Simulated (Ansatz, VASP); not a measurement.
# PtC in two plane-wave programs, part 2 of 2

One calculation is typed for both programs; each brings its own data sets. How far apart do they land? The cell is generated by rule, not measured, and may not be a known phase. The cell is taken from a series of runs on this material, whose earlier steps may have relaxed, scaled, displaced or heated it; both programs get it as it stands.

VASP 6.6.1 and Ansatz 0.2.0.

So far. Step 2 (VASP: single point, LDA, pair 1): The run ends at a pressure of -1.60 GPa, with forces up to 0.33 eV/Å. Step 3 (Ansatz: single point, LDA, pair 1): The run ends at a pressure of -2.42 GPa, with forces up to 0.31 eV/Å.

The structure was built from a prototype and need not be the compound's stable phase.

### Step 4. Differences

Known differences besides the potentials themselves: the data sets hold 132 valence electrons in Ansatz (on its default PAW (the set named soft_2) files) and 84 in VASP; the cutoff is 420 eV in Ansatz and 600 eV in VASP; VASP's log shows a relativistic correction to its local exchange, Ansatz's none. Total energies have different zeros and are not compared.

The two programs side by side:

```csv
quantity,Ansatz,VASP,difference
pressure (GPa),-2.42,-1.60,-0.82
```

Forces on 7 of the 12 atoms, those with the largest forces and the largest differences (eV/Å; atoms numbered as in POSCAR):

```csv
atom,"Ansatz x, y, z","VASP x, y, z"
Pt1,"0.094, 0.271, 0.086","0.094, 0.284, 0.133"
Pt2,"-0.187, -0.216, 0.086","-0.199, -0.224, 0.133"
Pt3,"-0.266, 0.154, 0.028","-0.268, 0.155, 0.040"
Pt4,"0.187, 0.216, 0.086","0.199, 0.224, 0.133"
Pt5,"-0.094, -0.271, 0.086","-0.094, -0.284, 0.133"
Pt6,"0.266, -0.154, 0.028","0.268, -0.155, 0.040"
C7,"0.068, 0.120, -0.181","0.068, 0.122, -0.213"
```

The forces differ by 22 meV/Å r.m.s., which is 13.9 % of the r.m.s. force of 0.160 eV/Å (both taken over all components).

### Step 5. What the set-up changes

Further runs change the set-up of one program: Ansatz's method, potentials or start, or VASP's data sets, cutoff or form of LDA. The table gives Ansatz less VASP for each quantity, since a change that brings one quantity closer may part another.

```csv
run,r.m.s. force difference (meV/Å),pressure (GPa)
as above,22,-0.82
VASP with the data sets Pt_sv_GW and C,9.3,-0.067
```

### Step 6. VASP: single point, LDA, pair 2

A single point gives forces, pressure and levels at one fixed geometry, so differences don't come from the geometry; what else differs is listed under the comparison.

INCAR reads:

```
SYSTEM = PtC
PREC = Accurate
ENCUT = 600
EDIFF = 1E-06
NELM = 120
ISMEAR = 1
SIGMA = 0.15
LREAL = .FALSE.
ALGO = Normal
GGA = PW92
NBANDS = 54
LASPH = .TRUE.
LORBIT = 11
LWAVE = .FALSE.
LCHARG = .FALSE.
ISIF = 2
GGA_COMPAT = .FALSE.
KPAR = 2
```

POSCAR reads:

```
PtC
1.0
    4.7380418755      2.7355097523      0.0000000000
    0.0000000000      5.4710195045      0.0000000000
    0.0000000000      0.0000000000      5.7777226655
Pt C
6 6
Direct
    0.0000015795      0.3552341483      0.0258230698
    0.3114317973      0.6666665294      0.0258238113
    0.6885682122      0.9780993224      0.9705133050
    0.3552354437      0.9999995630      0.5258242947
    0.6666661019      0.3114317239      0.5258241094
    0.9780992490      0.6885687131      0.4705137884
    0.9999985398      0.3135415645      0.3936703046
    0.3531257538      0.6666668235      0.3936713526
    0.6468742704      0.0197916119      0.3154949286
    0.3135403939      0.0000003621      0.8936720359
    0.6666672099      0.3531258201      0.8936717739
    0.0197916782      0.6468738177      0.8154956119
```

KPOINTS reads:

```
Automatic mesh
0
Gamma
9 9 6
0 0 0
```

PAW data sets: Pt and C (LDA family, release 64).

Command:

```bash
$ mpirun -np 2 vasp_std
```

Numbers of over 12 decimals in the logs are rounded to 6 here.

Output:

```text
[banner, memory and clock lines left out]
running    2 mpi-ranks, on    1 nodes
[...]
[... a notice as in an earlier step ...]

 LDA part: xc-table for (Slater(with rela. corr.)+PW92), standard interpolation
 POSCAR, INCAR and KPOINTS ok, starting setup
[...]
entering main loop
       N       E                     dE             d eps       ncg     rms          rms(c)
DAV:   1     0.528179797081E+03    0.52818E+03   -0.46195E+04 10800   0.167E+03
DAV:   2    -0.706544695309E+02   -0.59883E+03   -0.56970E+03 12136   0.341E+02
DAV:   3    -0.106720547980E+03   -0.36066E+02   -0.34834E+02 12664   0.768E+01
DAV:   4    -0.107772133144E+03   -0.10516E+01   -0.10418E+01 12922   0.136E+01
[...]
DAV:  14    -0.941356744319E+02    0.33735E-05   -0.89416E-06 12446   0.125E-02    0.126E-02
DAV:  15    -0.941356728899E+02    0.15420E-05   -0.26806E-06  8542   0.677E-03    0.462E-03
DAV:  16    -0.941356727755E+02    0.11438E-06   -0.92364E-07  5898   0.419E-03
   1 F= -.94135673E+02 E0= -.94136377E+02  d E =0.211201E-02
```

From OUTCAR (step 6):

```text
  Total       -2.8727560     -2.6213418     -4.6685951      0.2177311      0.0000000      0.0000000
  in kB      -30.7316215    -28.0420908    -49.9428065      2.3292020      0.0000000      0.0000000
  external PRESSURE =     -36.2388396 kB  Pullay stress =       0.0000000 kB

 POSITION                                       TOTAL-FORCE (eV/Angst)
 -----------------------------------------------------------------------------------
      0.00001      1.94350      0.14920         0.179500      0.369597      0.126517
      1.47558      4.49927      0.14920        -0.230330     -0.340250      0.126517
      3.26247      7.23479      5.60736        -0.537626      0.310399      0.134412
      1.68312      6.44277      3.03807         0.230330      0.340250      0.126517
      3.15869      3.52752      3.03807        -0.179500     -0.369597      0.126517
      4.63428      6.44277      2.71850         0.537626     -0.310399      0.134412
      4.73803      4.45090      2.27452         0.117690      0.266922     -0.426080
      1.67312      4.61333      2.27452        -0.172316     -0.235384     -0.426080
      3.06492      1.87781      1.82284        -0.011197      0.006465      0.464713
      1.48557      0.85769      5.16339         0.172316      0.235384     -0.426080
      3.15870      3.75563      5.16339        -0.117690     -0.266922     -0.426080
      0.09377      3.59320      4.71171         0.011197     -0.006465      0.464713
 -----------------------------------------------------------------------------------
    total drift:                                0.006316      0.011762      0.000072

  FREE ENERGIE OF THE ION-ELECTRON SYSTEM (eV)
  ---------------------------------------------------
  free  energy   TOTEN  =       -94.1356727755 eV

  energy  without entropy=      -94.1377847886  energy(sigma->0) =      -94.13637678

[... 2 parts as in an earlier step ...]

[... 1 further part left out ...]
[key lines of the parts left out:]
E-fermi :   8.8433
```

The run ends at a pressure of -3.62 GPa, with forces up to 0.64 eV/Å.

### Step 7. Ansatz: single point, LDA, pair 2

The same cell, functional (in two slightly different forms), mesh and smearing now go to Ansatz, which takes its cutoff from its data sets.

The cell is taken from a series of runs on this material, whose earlier steps may have relaxed, scaled, displaced or heated it; both programs get it as it stands.

input.yaml reads:

```yaml
crystal:
  lattice:
    - [4.7380418755, 2.7355097523, 0.0]
    - [0.0, 5.4710195045, 0.0]
    - [0.0, 0.0, 5.7777226655]
  atoms:
    - { symbol: Pt, position: [1.5795e-06, 0.3552341483, 0.0258230698] }
    - { symbol: Pt, position: [0.3114317973, 0.6666665294, 0.0258238113] }
    - { symbol: Pt, position: [0.6885682122, 0.9780993224, -0.029486695] }
    - { symbol: Pt, position: [0.3552354437, 0.999999563, 0.5258242947] }
    - { symbol: Pt, position: [0.6666661019, 0.3114317239, 0.5258241094] }
    - { symbol: Pt, position: [0.978099249, 0.6885687131, 0.4705137884] }
    - { symbol: C, position: [-1.4602e-06, 0.3135415645, 0.3936703046] }
    - { symbol: C, position: [0.3531257538, 0.6666668235, 0.3936713526] }
    - { symbol: C, position: [0.6468742704, 1.0197916119, 0.3154949286] }
    - { symbol: C, position: [0.3135403939, 1.0000003621, 0.8936720359] }
    - { symbol: C, position: [0.6666672099, 0.3531258201, 0.8936717739] }
    - { symbol: C, position: [1.0197916782, 0.6468738177, 0.8154956119] }
kpoints:
  mp_grid: { grid: [9, 9, 6] }
hamiltonian:
  xc: lda
scf:
  occupations: { method: methfessel_paxton, width: 0.15 }
output:
  forces: true
  stress: true
  eigenvalues: true
```

Command:

```bash
$ ansatz run input.yaml --threads 4 --pin off --max-ram 7168MiB --backend cpu --events-out ev --progress --plain --runs-dir out
```

Output:

```text
[...]
Crystal: 12 atoms, lattice volume = 149.770 Å³
Basis set: ecut = 420 eV, 2893 PW (Γ)
Bands: 80, of which v1, the nominal top of the filled ones, is band 66 counted from 1 (65 counted from 0)
Symmetry: 4 space group operations
[...]
k-points: 100 of 486 (time reversal used)
[...]
k-point 0: bands = [... 62 lower, 15.2272, 16.5344, 16.7592, 16.8274, 17.1098, 17.3998, 17.6472, 17.7859, ... 10 higher]
  k-point 1: bands = [... 62 lower, 15.4456, 16.3161, 16.3649, 16.5023, 16.6236, 17.6360, 17.7368, 17.8744, ... 10 higher]
  k-point 2: bands = [... 62 lower, 15.6629, 15.8343, 16.0867, 16.1439, 16.4784, 17.3119, 17.4506, 17.9690, ... 10 higher]
  k-point 99: bands = [... 62 lower, 16.3989, 16.3989, 16.5888, 16.5888, 17.3168, 17.3168, 18.0864, 18.0864, ... 10 higher]
[key lines of the parts left out:]
SCF converged after 7 iterations
Free energy (F): -74916.339638 eV
Fermi energy:    16.758156 eV
P = ⅓ Tr σ = -4.4126 GPa (-44.126 kbar)
```

The run ends at a pressure of -4.41 GPa, with forces up to 0.63 eV/Å.

### Step 8. Comparison

What differs besides the data sets and the points named for the pairs above, as far as they apply: the data sets hold 132 valence electrons in Ansatz (on its default PAW (the set named soft_2) files) and 84 in VASP. Total energies have different zeros and are not compared.

The two programs side by side:

```csv
quantity,Ansatz,VASP,difference
pressure (GPa),-4.41,-3.62,-0.79
```

Forces on 10 of the 12 atoms, those with the largest forces and the largest differences (eV/Å; atoms numbered as in POSCAR):

```csv
atom,"Ansatz x, y, z","VASP x, y, z"
Pt1,"0.177, 0.346, 0.078","0.179, 0.370, 0.127"
Pt3,"-0.534, 0.308, 0.135","-0.538, 0.310, 0.134"
Pt4,"0.211, 0.327, 0.078","0.230, 0.340, 0.127"
Pt5,"-0.177, -0.346, 0.078","-0.179, -0.370, 0.127"
Pt6,"0.534, -0.308, 0.135","0.538, -0.310, 0.134"
C7,"0.116, 0.261, -0.395","0.118, 0.267, -0.426"
C8,"-0.168, -0.231, -0.395","-0.172, -0.235, -0.426"
C10,"0.168, 0.231, -0.395","0.172, 0.235, -0.426"
C11,"-0.116, -0.261, -0.395","-0.118, -0.267, -0.426"
C12,"-0.014, 0.008, 0.501","0.011, -0.006, 0.465"
```

The forces differ by 24 meV/Å r.m.s., which is 8.1 % of the r.m.s. force of 0.291 eV/Å (both taken over all components).

### Step 9. Ansatz: single point, LDA, pair 3

With cell and atoms fixed, the geometry can't cause a difference; cores, projectors, grids and the points listed under the comparison can.

The cell is taken from a series of runs on this material, whose earlier steps may have relaxed, scaled, displaced or heated it; both programs get it as it stands.

input.yaml reads:

```yaml
crystal:
  lattice:
    - [-3.1586945837, 0.0, 0.0]
    - [0.0, 0.0, -5.7777226655]
    - [-1.5793472918, -8.2065292568, 0.0]
  atoms:
    - { symbol: Pt, position: [0.7792844422, 0.9949315526, 0.4414311155] }
    - { symbol: Pt, position: [0.4441525313, 0.9891643562, 0.1116949374] }
    - { symbol: Pt, position: [0.1098964144, 0.9937426517, 0.7802071711] }
    - { symbol: Pt, position: [0.2225141822, 0.4891643357, 0.5549716356] }
    - { symbol: Pt, position: [0.8873822085, 0.4949314737, 0.2252355829] }
    - { symbol: Pt, position: [0.5567702865, 0.4937425418, 0.886459427] }
    - { symbol: C, position: [0.7760324253, 0.6372190556, 0.4479351494] }
    - { symbol: C, position: [0.4448612944, 0.6255663814, 0.1102774111] }
    - { symbol: C, position: [0.1124395503, 0.6343762619, 0.7751208995] }
    - { symbol: C, position: [0.2218053193, 0.1255663325, 0.5563893614] }
    - { symbol: C, position: [0.8906342571, 0.1372189039, 0.2187314859] }
    - { symbol: C, position: [0.5542270752, 0.1343760398, 0.8915458496] }
kpoints:
  mp_grid: { grid: [10, 6, 10] }
hamiltonian:
  xc: lda
scf:
  occupations: { method: methfessel_paxton, width: 0.15 }
output:
  forces: true
  stress: true
  eigenvalues: true
```

Output:

```text
[...]
Crystal: 12 atoms, lattice volume = 149.770 Å³
Basis set: ecut = 420 eV, 2873 PW (Γ)
Bands: 80, of which v1, the nominal top of the filled ones, is band 66 counted from 1 (65 counted from 0)
Symmetry: 4 space group operations
[...]
k-points: 124 of 600 (time reversal used)
[...]
k-point 0: bands = [... 62 lower, 14.9250, 16.4458, 16.5463, 17.9786, 17.9821, 18.6418, 18.6601, 19.6291, ... 10 higher]
  k-point 1: bands = [... 62 lower, 14.9989, 16.0806, 16.9509, 17.6871, 17.9819, 18.2772, 19.2273, 19.4713, ... 10 higher]
  k-point 2: bands = [... 62 lower, 14.9985, 15.7711, 17.2453, 17.4155, 17.4446, 18.5638, 19.2291, 19.5770, ... 10 higher]
  k-point 123: bands = [... 62 lower, 15.0350, 15.0350, 15.4166, 15.4166, 17.0745, 17.0745, 17.3211, 17.3211, ... 10 higher]
[key lines of the parts left out:]
SCF converged after 8 iterations
Free energy (F): -74916.475159 eV
Fermi energy:    17.023985 eV
P = ⅓ Tr σ = -0.1967 GPa (-1.967 kbar)
```

The run ends at a pressure of -0.20 GPa, with forces up to 0.18 eV/Å.

### Step 10. VASP: single point, LDA, pair 3

The same cell, functional (in two slightly different forms), mesh and smearing now go to VASP, with its own data sets.

INCAR is that of step 6.

POSCAR reads:

```
PtC
1.0
   -3.1586945837      0.0000000000      0.0000000000
    0.0000000000      0.0000000000     -5.7777226655
   -1.5793472918     -8.2065292568      0.0000000000
Pt C
6 6
Direct
    0.7792844422      0.9949315526      0.4414311155
    0.4441525313      0.9891643562      0.1116949374
    0.1098964144      0.9937426517      0.7802071711
    0.2225141822      0.4891643357      0.5549716356
    0.8873822085      0.4949314737      0.2252355829
    0.5567702865      0.4937425418      0.8864594270
    0.7760324253      0.6372190556      0.4479351494
    0.4448612944      0.6255663814      0.1102774111
    0.1124395503      0.6343762619      0.7751208995
    0.2218053193      0.1255663325      0.5563893614
    0.8906342571      0.1372189039      0.2187314859
    0.5542270752      0.1343760398      0.8915458496
```

KPOINTS reads:

```
Automatic mesh
0
Gamma
10 6 10
0 0 0
```

Command:

```bash
$ mpirun -np 2 vasp_std
```

Output:

```text
[... set-up lines as in an earlier step ...]
 entering main loop
       N       E                     dE             d eps       ncg     rms          rms(c)
DAV:   1     0.534067419668E+03    0.53407E+03   -0.46243E+04 13392   0.167E+03
DAV:   2    -0.709181349437E+02   -0.60499E+03   -0.57478E+03 15202   0.342E+02
DAV:   3    -0.106883056836E+03   -0.35965E+02   -0.34752E+02 15428   0.774E+01
DAV:   4    -0.107905208967E+03   -0.10222E+01   -0.10138E+01 15854   0.135E+01
[...]
DAV:  14    -0.942504321979E+02    0.37757E-05   -0.17018E-05 14384   0.183E-02    0.199E-02
DAV:  15    -0.942504307493E+02    0.14487E-05   -0.49024E-06 13396   0.906E-03    0.571E-03
DAV:  16    -0.942504306320E+02    0.11727E-06   -0.57008E-07  7404   0.362E-03
   1 F= -.94250431E+02 E0= -.94251998E+02  d E =0.470158E-02
```

OUTCAR, selected parts (step 10):

```text
  Total        0.5040978      1.2306523      0.1187124     -0.0000000      0.0000000      0.0000000
  in kB        5.3926418     13.1650379      1.2699393     -0.0000000      0.0000000      0.0000000
  external PRESSURE =       6.6092063 kB  Pullay stress =       0.0000000 kB

 POSITION                                       TOTAL-FORCE (eV/Angst)
 -----------------------------------------------------------------------------------
     -3.15869     -3.62262     -5.74844        -0.000000      0.169838     -0.030072
     -1.57935     -0.91663     -5.71512         0.000000     -0.008690      0.148844
     -1.57935     -6.40279     -5.74157         0.000000     -0.088255     -0.006065
     -1.57935     -4.55439     -2.82626        -0.000000      0.008690      0.148844
     -3.15869     -1.84840     -2.85958         0.000000     -0.169838     -0.030072
     -3.15869     -7.27476     -2.85271        -0.000000      0.088255     -0.006065
     -3.15869     -3.67599     -3.68167        -0.000000      0.007427     -0.056921
     -1.57935     -0.90499     -3.61435        -0.000000      0.044375     -0.011583
     -1.57935     -6.36105     -3.66525        -0.000000      0.027150     -0.044203
     -1.57935     -4.56603     -0.72549         0.000000     -0.044375     -0.011583
     -3.15869     -1.79503     -0.79281         0.000000     -0.007427     -0.056921
     -3.15869     -7.31650     -0.77639         0.000000     -0.027150     -0.044203
 -----------------------------------------------------------------------------------
    total drift:                               -0.000000      0.000885      0.000939

  FREE ENERGIE OF THE ION-ELECTRON SYSTEM (eV)
  ---------------------------------------------------
  free  energy   TOTEN  =       -94.2504306320 eV

  energy  without entropy=      -94.2551322118  energy(sigma->0) =      -94.25199783

[... 3 further parts left out ...]
[key lines of the parts left out:]
E-fermi :   9.1120
```

The run ends at a pressure of 0.66 GPa, with forces up to 0.17 eV/Å.

### Step 11. Side by side

What differs besides the data sets and the points named for the pairs above, as far as they apply: the data sets hold 132 valence electrons in Ansatz (on its default PAW (the set named soft_2) files) and 84 in VASP. Total energies have different zeros and are not compared.

The two programs side by side:

```csv
quantity,Ansatz,VASP,difference
pressure (GPa),-0.20,0.66,-0.86
```

Forces on 8 of the 12 atoms, those with the largest forces and the largest differences (eV/Å; atoms numbered as in POSCAR):

```csv
atom,"Ansatz x, y, z","VASP x, y, z"
Pt1,"0.000, 0.165, -0.065","0.000, 0.170, -0.030"
Pt2,"0.000, -0.006, 0.106","0.000, -0.009, 0.149"
Pt3,"0.000, -0.088, -0.043","0.000, -0.088, -0.006"
Pt4,"0.000, 0.006, 0.106","0.000, 0.009, 0.149"
Pt5,"0.000, -0.165, -0.065","0.000, -0.170, -0.030"
Pt6,"0.000, 0.088, -0.043","0.000, 0.088, -0.006"
C7,"0.000, 0.010, -0.018","0.000, 0.007, -0.057"
C12,"0.000, -0.027, -0.005","0.000, -0.027, -0.044"
```

The forces differ by 22 meV/Å r.m.s., which is 36.5 % of the r.m.s. force of 0.061 eV/Å (both taken over all components).

### Step 12. Outcome

| Property | Result |
| --- | --- |
| r.m.s. force difference (single point, LDA, pair 1) | 22 meV/Å |
| difference in pressure (single point, LDA, pair 1) | -0.82 GPa |
| r.m.s. force difference (single point, LDA, pair 2) | 8.1 % of the r.m.s. force |
| difference in pressure (single point, LDA, pair 2) | -0.79 GPa |
| r.m.s. force difference (single point, LDA, pair 3) | 22 meV/Å |
| difference in pressure (single point, LDA, pair 3) | -0.86 GPa |

The r.m.s. force difference is 8.1 % of the r.m.s. force (single point, LDA, pair 2), beyond the 3 % picked in this series as the mark of a large difference. The data sets hold unlike numbers of valence electrons (132 in Ansatz and 84 in VASP), so part of the differences comes from the potentials. Single point, LDA, pair 1, VASP with the data sets Pt_sv_GW and C: r.m.s. force difference goes from 22 to 9.3 meV/Å; the difference in pressure goes from -0.82 to -0.067 GPa. What causes the difference of the single point, LDA, pair 2 pair stays open here. What causes the difference of the single point, LDA, pair 3 pair stays open here. 1 further run of this series is not shown here. Such differences can come from data sets, numerical settings and the points named under the comparisons, not from the functional's error against experiment.

[Lines on the potential files, build, host, timing and source positions are cut from VASP's logs without a mark.]

[Logs are printed without paths, hosts, clocks, repeated set-up lines and the standing remarks that a program may print on its own settings, such as how far it seeks lower states.]

[Hosts, paths, dates, database ids (printed as entryN), source tags and the programs' standing remarks are cut or masked in the printed files.]
